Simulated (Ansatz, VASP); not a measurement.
# Na (Na(111)): VASP beside Ansatz, part 2 of 2

Aim: how closely do two programs agree when they are given the same cell, functional and k mesh?  Other levels of theory on this material are compared in a session of their own.

VASP 6.6.1 and Ansatz 0.2.0.

So far: The starting structure; VASP: single point, r2SCAN.

### 3. Ansatz: single point, r2SCAN

Level of this step: Ansatz beside VASP: Kohn-Sham DFT, plane waves, r2SCAN (Ansatz).

Ansatz runs on its default PAW (the set named soft_2) files.

The same cell, functional, mesh and smearing now go to Ansatz, which takes its cutoff from its data sets.

The input, input.yaml:

```yaml
crystal:
  lattice:
    - [5.9821233688, 0.0, 0.0]
    - [2.9910616844, 5.180670806, 0.0]
    - [0.0, 0.0, 30.2109581934]
  atoms:
    - { symbol: Na, position: [0.6666666667, 0.6666666667, 0.2979051489] }
    - { symbol: Na, position: [0.0, 0.0, 0.3383241191] }
    - { symbol: Na, position: [0.3333333333, 0.3333333333, 0.3787430894] }
    - { symbol: Na, position: [0.6666666667, 0.6666666667, 0.4191620596] }
    - { symbol: Na, position: [0.0, 0.0, 0.4595810298] }
    - { symbol: Na, position: [0.3333333333, 0.3333333333, 0.5] }
    - { symbol: Na, position: [0.6666666667, 0.6666666667, 0.5404189702] }
    - { symbol: Na, position: [0.0, 0.0, 0.5808379404] }
    - { symbol: Na, position: [0.3333333333, 0.3333333333, 0.6212569106] }
    - { symbol: Na, position: [0.6666666667, 0.6666666667, 0.6616758809] }
    - { symbol: Na, position: [0.0, 0.0, 0.7020948511] }
hamiltonian:
  xc: r2scan
  pseudopotentials: { kind: paw }
kpoints:
  mp_grid: { grid: [6, 6, 1] }
scf:
  occupations: { method: methfessel_paxton, width: 0.1 }
  n_extra_bands: 6
efield:
  axis: 3
  dipole_correction: true
  ramp_width: 0.04
output:
  forces: true
  eigenvalues: true
```

Started as:

```console
$ ansatz run input.yaml --threads 4 --pin off --max-ram 9216MiB --backend cpu --events-out ev --progress --plain --runs-dir out
```

Numbers of over 12 decimals in the logs are rounded to 6 here.

The program printed:

```text
scf.n_extra_bands = 6 over 50 filled bands (N_el = 99.0): the run solves 56 bands
Engine: ansatz 0.2.0, x86_64-unknown-linux-gnu
Pseudopotentials: kind: paw
Pseudopotential: Na, paw, valence charge 9, recommended cutoff 500 eV (meta_gga), Na.paw.azcp
Functional definition: r2SCAN
  parameter k0 = 0.174
  parameter k1 = 0.065
  parameter a1 = 4.9479
  exchange = r2scan_x(k0 = k0, k1 = k1, a1 = a1)
  correlation = r2scan_c
Crystal: 11 atoms, lattice volume = 936.280 Å³
Basis set: ecut = 500 eV, 23619 PW (Γ), exchange–correlation on 180×180×900 points (64 copies of the dense FFT grid, shifted against one another)
Bands: 56, of which v1, the nominal top of the filled ones, is band 50 counted from 1 (49 counted from 0)
Symmetry: 6 space group operations
k-points: 7 of 36 (time reversal used)
Non-local potential: Na, projectors of the file, l = 0: 3, l = 1: 2, l = 2: 1
PAW form: soft (Blöchl's): semilocal exchange-correlation on the pseudo side does not see the compensation charge
PAW frozen core: Na, regenerated for the run's functional (the file was generated under x = pbe(κ = 0.804, μ = 0.219515), c = pbe(β = 0.066725))
PAW one-centre angular grid: Na, 302 points (default); XC on 339 of its mesh's 2595 points in the sphere
Initial density: superposition of atomic densities (neutral atoms: chi_scale 0, normalization atom), corrected by the library's trained network
Initial wavefunctions: pseudopotential atomic-orbital guess
Functional: x = r2scan, c = r2scan; τ floored in thin density (d = 2e-4 eV/Å³)
SCF iter   1: F=—  HF=-16373.711573 eV  |F-HF|=—  |Δ(HF+E_count)|=         —  Δρ=4.79e-3  dr2=3.16e-1  dr2_τ=1.28e-3  ethr=1.77e-3  p=0.000 e·Å  D=8.57e-14 V/Å  ΔV_dip=-0.00 eV  dr2_dipole=2.06e-7  V_vac-E_F(+/−)=2.27/2.27 eV  ⟨swp⟩=9.6  Hψ=1642  notcnv=0
efield: sawtooth ramp at fractional position 0.9800 (placed from the atoms, in the widest stretch of the axis that holds none; the zero of the levels goes with the place), width 0.0400; the density the first Hamiltonian is built on has a dipole p = 0.000 e·Å; the dipole correction subtracts the counter field D = 8.57e-14 V/Å, which shifts the + side's vacuum level by -0.00 eV against the − side's; the planar-averaged density in the ramp window peaks in size at 9.3e-7 e/Å³
preconditioner: auto → LDOS  [insulator: Δε(μ)=0.167 eV  Ē_g=2.346 eV  σ=0.100 eV  W_gap=0.72  n_scr=96 (ndim 8)  ℏωp=4.0 eV  f_vac=0.503  D(μ)=6.76/eV (n_scr^D=10)  ε∞_Penn≈3.9  β→1.0]
SCF iter   2: F=—  HF=-16373.683108 eV  |F-HF|=—  |Δ(HF+E_count)|=   2.85e-2  S|Δr|=    0.00e0  Δρ=3.09e-3  dr2=5.65e-2  dr2_τ=6.94e-4  ethr=3.19e-4  p=0.000 e·Å  D=4.45e-6 V/Å  ΔV_dip=-0.00 eV  dr2_dipole=1.69e-7  V_vac-E_F(+/−)=2.34/2.34 eV  ⟨swp⟩=2.3  Hψ=862  notcnv=0  defer=6
SCF iter   3: F=—  HF=-16373.651514 eV  |F-HF|=—  |Δ(HF+E_count)|=   3.16e-2  S|Δr|=    0.00e0  Δρ=4.32e-4  dr2=6.20e-3  dr2_τ=2.49e-5  ethr=5.71e-5  p=0.000 e·Å  D=2.40e-6 V/Å  ΔV_dip=-0.00 eV  dr2_dipole=2.25e-8  V_vac-E_F(+/−)=2.37/2.37 eV  ⟨swp⟩=2.0  Hψ=738  notcnv=0  defer=6
SCF iter   4: F=—  HF=-16373.650990 eV  |F-HF|=—  |Δ(HF+E_count)|=   5.24e-4  S|Δr|=    0.00e0  Δρ=8.02e-5  dr2=4.14e-4  dr2_τ=2.46e-6  ethr=6.26e-6  p=0.000 e·Å  D=7.53e-7 V/Å  ΔV_dip=-0.00 eV  dr2_dipole=7.09e-10  V_vac-E_F(+/−)=2.40/2.40 eV  ⟨swp⟩=2.0  Hψ=418  notcnv=0  defer=6
SCF iter   5: F=—  HF=-16373.651128 eV  |F-HF|=—  |Δ(HF+E_count)|=   1.38e-4  S|Δr|=    0.00e0  Δρ=2.71e-5  dr2=3.72e-5  dr2_τ=1.50e-7  ethr=4.18e-7  p=0.000 e·Å  D=4.58e-7 V/Å  ΔV_dip=-0.00 eV  dr2_dipole=2.72e-9  V_vac-E_F(+/−)=2.42/2.42 eV  ⟨swp⟩=2.0  Hψ=424  notcnv=0  defer=6
SCF iter   6: F=—  HF=-16373.651037 eV  |F-HF|=—  |Δ(HF+E_count)|=   9.18e-5  S|Δr|=    0.00e0  Δρ=1.43e-5  dr2=2.26e-6  dr2_τ=1.71e-8  ethr=3.76e-8  p=0.000 e·Å  D=5.55e-8 V/Å  ΔV_dip=-0.00 eV  dr2_dipole=8.40e-10  V_vac-E_F(+/−)=2.43/2.43 eV  ⟨swp⟩=4.0  Hψ=723  notcnv=0  defer=6
SCF iter   7: F=—  HF=-16373.651037 eV  |F-HF|=—  |Δ(HF+E_count)|=   4.01e-7  S|Δr|=    0.00e0  Δρ=3.03e-6  dr2=4.99e-7  dr2_τ=1.30e-9  ethr=2.28e-9  p=0.000 e·Å  D=3.28e-8 V/Å  ΔV_dip=-0.00 eV  dr2_dipole=2.07e-12  V_vac-E_F(+/−)=2.43/2.43 eV  ⟨swp⟩=2.1  Hψ=712  notcnv=0  defer=6
SCF iter   8: F=-16373.651037 eV  HF=-16373.651037 eV  |F-HF|=8.69e-9  |Δ(HF+E_count)|=   1.04e-7  S|Δr|=    0.00e0  Δρ=7.89e-7  dr2=1.63e-8  dr2_τ=1.50e-10  ethr=1.01e-10  p=0.000 e·Å  D=2.31e-8 V/Å  ΔV_dip=-0.00 eV  dr2_dipole=1.08e-11  V_vac-E_F(+/−)=2.43/2.43 eV  ⟨swp⟩=9.1  Hψ=1518  notcnv=0
SCF 1 converged in 8 iterations: F = -16373.651037 eV  dr2 = 1.63e-8
  greatest PAW one-centre occupation: 1.000 electrons in one spin orbital (limit 2), on the Na atom at site 6 (counted from 0), in its partial waves of l = 0
SCF converged after 8 iterations
Stability not checked: this state was not tested for a lower state beside it, because cold or Methfessel-Paxton smearing, or corrected tetrahedra, fill the levels in a way that the test cannot read (fill_not_monotonic; see scf.lower_state_search)
Free energy (F): -16373.651037 eV
Harris-Foulkes:  -16373.651037 eV  (|F-HF|=8.69e-9)
Internal energy: -16373.654366 eV  (E = F + TS)
E sigma→0 (E₀):  -16373.651869 eV
Entropy (-TS):   0.003329 eV (0.303 meV/atom)
Fermi energy:    -0.511648 eV
Dipole field:    D = -0.000002 V/Å  (p = -0.000010 e·Å, saw-weighted, corrected)
Work function:   Φ+ = 2.4277 eV   Φ− = 2.4277 eV
Levels:          The Fermi level and band energies are counted from a zero that moves with the ramp; work functions are not
--- Per-component energies (eV) ---
  E_band       = -3021.144859
  E_kinetic    = 1319.727171
  E_local      = -60699.292900  (includes V_loc(G=0)·N_el)
  E_nonlocal   = 1274.574118
  E_hartree    = 28101.175782
  E_xc         = -391.217096
  E_vxc        = -589.335847  (∫ρ·V_xc dr)
  E_paw        = -2945.379662  (= ΣΔE_a)
  E_vpaw       = -582.719146  (= ΣTr[D̂ρ^β])
  E_aug_tail   = -0.000009  (compensation charges beyond the density's cutoff)
  E_vtau       = 53.540699  (kinetic-family band-sum trace: ∫τ·v_τ [+ j·A + Jᵃ·Aᵃ] dr)
  E_efield     = 0.000000  (sawtooth field / dipole correction)
  E_vefield    = 0.000000  (∫n·V_field dr)
  E_ewald      = 16967.047170
  E_core_change = -0.288940  (= ΣΔE_core)
  E_smearing   = 0.003329  (= −TS)
  E_closure    = -0.000000  (closes the sum)
  Σ components = -16373.651037   (vs F -16373.651037, Δ=0.00e0)
--- Forces (eV/Å), atoms counted from 1 ---
  atom   1  Na     0.00000000     0.00000000     0.07087098
  atom   2  Na     0.00000000    -0.00000000     0.07613817
  atom   3  Na    -0.00000000     0.00000000    -0.07376373
  atom   4  Na    -0.00000000     0.00000000    -0.03454915
  atom   5  Na     0.00000000     0.00000000     0.00121513
  atom   6  Na     0.00000000    -0.00000000     0.00000014
  atom   7  Na    -0.00000000    -0.00000000    -0.00121512
  atom   8  Na     0.00000000    -0.00000000     0.03454888
  atom   9  Na     0.00000000    -0.00000000     0.07376373
  atom  10  Na    -0.00000000     0.00000000    -0.07613802
  atom  11  Na    -0.00000000    -0.00000000    -0.07087071
  max |Σ_I F_I| component: 3.01e-7 eV/Å
--- Band table (eV; the first three rows and the last of 7) ---
  k-point 0: bands = [... 46 lower, -2.5902, -1.5944, -0.5335, 0.5238, 1.4537, 1.6602, 1.6602, 1.7050, ... 2 higher]
  k-point 1: bands = [... 46 lower, -2.4214, -1.4277, -0.3707, 0.2347, 0.6397, 0.7389, 0.9013, 1.3641, ... 2 higher]
  k-point 2: bands = [... 46 lower, -1.9199, -1.1994, -0.9392, -0.7087, 0.0556, 0.1223, 0.4337, 0.8965, ... 2 higher]
  k-point 6: bands = [... 46 lower, -1.8262, -1.4283, -1.4283, -1.2720, -0.6640, -0.6640, -0.4304, 0.3895, ... 2 higher]
```

The job ended after 14 s (4 threads of Intel Xeon 6975P-C (Granite Rapids), shared host; peak memory 2.9 GiB; 54 s of CPU time).

Reading the cycles: dr2 is the Hartree energy of the density residual (eV), the measure of convergence; HF is the Harris–Foulkes estimate of the energy, which meets the free energy F at convergence.

### 4. Comparison

Known differences besides the potentials themselves: VASP keeps PBE cores, Ansatz makes them for the functional; the data sets hold 99 valence electrons in Ansatz (default PAW (the set named soft_2) files) and 11 in VASP; the cutoff is 500 eV in Ansatz and 350 eV in VASP (PREC = Normal). Total energies have different zeros and are not compared.

Both answers:

| quantity | Ansatz | VASP | difference |
| --- | --- | --- | --- |
| work function, lower of the two faces (eV) | 2.43 | 2.44 | -0.01 |
| work function, higher of the two faces (eV) | 2.43 | 2.44 | -0.01 |

Forces on 7 of the 11 atoms, those with the largest forces and the largest differences (eV/Å; atoms numbered as in POSCAR):

| atom | Ansatz x, y, z | VASP x, y, z |
| --- | --- | --- |
| Na1 | 0.000, 0.000, 0.071 | 0.000, 0.000, 0.084 |
| Na2 | 0.000, 0.000, 0.076 | 0.000, 0.000, 0.084 |
| Na3 | 0.000, 0.000, -0.074 | 0.000, 0.000, -0.070 |
| Na4 | 0.000, 0.000, -0.035 | 0.000, 0.000, -0.036 |
| Na9 | 0.000, 0.000, 0.074 | 0.000, 0.000, 0.070 |
| Na10 | 0.000, 0.000, -0.076 | 0.000, 0.000, -0.084 |
| Na11 | 0.000, 0.000, -0.071 | 0.000, 0.000, -0.084 |

The forces differ by 4.0 meV/Å r.m.s., which is 11.3 % of the r.m.s. force of 0.04 eV/Å (both taken over all components). VASP's log warns that it found no field-free region in the vacuum, so its work functions are uncertain.

### 5. What came out

```json
{
 "r.m.s. force difference (single point, r2SCAN)": "4.0 meV/Å"
}
```

**Reading.** The r.m.s. force difference is 4.0 meV/Å (single point, r2SCAN), within the 12 meV/Å picked in this series as the mark of a large difference. 3 further runs of this series are not shown here. How closely two codes agree says nothing of how well the functional describes the real material.

[Lines on the potential files, build, host, timing and source positions are cut from VASP's logs without a mark.]

[Logs are printed without paths, hosts, clocks, repeated set-up lines and the standing remarks that a program may print on its own settings, such as how far it seeks lower states.]

[Hosts, paths, dates, database ids (printed as entryN), source tags and the programs' standing remarks are cut or masked in the printed files.]
